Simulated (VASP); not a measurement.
C (diamond) relaxed at rising pressure, in one space group throughout; other phases were not tried. The pressures are those reached. Method: LDA (Ceperley-Alder, Perdew-Zunger), VASP's LDA PAW potentials (set 64) (plane waves; VASP).

```json
[
 {"P (GPa)": "0.00", "V (Å³/atom)": "5.515", "k-mesh": "13×13×13"},
 {"P (GPa)": "5.00", "V (Å³/atom)": "5.457", "k-mesh": "13×13×13"},
 {"P (GPa)": "9.99", "V (Å³/atom)": "5.403", "k-mesh": "13×13×13"},
 {"P (GPa)": "19.95", "V (Å³/atom)": "5.300", "k-mesh": "13×13×13"},
 {"P (GPa)": "29.93", "V (Å³/atom)": "5.206", "k-mesh": "13×13×13"}
]
```

**Question.** Fit an equation of state and predict the volume at 44.81 GPa.

**Answer.** Least squares on the third-order Birch-Murnaghan form, P = (3B0/2)(y⁷ − y⁵)[1 + (3/4)(B′ − 4)(y² − 1)] with y = (V0/V)^(1/3), gives V0 = 5.515 Å³/atom, B0 = 467 GPa and B′ = 3.7, and so 5.078 Å³/atom. The run gave 5.078 Å³/atom, -0.0 % from the fit.

Pressures at which the relaxation failed are left out.

The compound is C in the diamond structure.
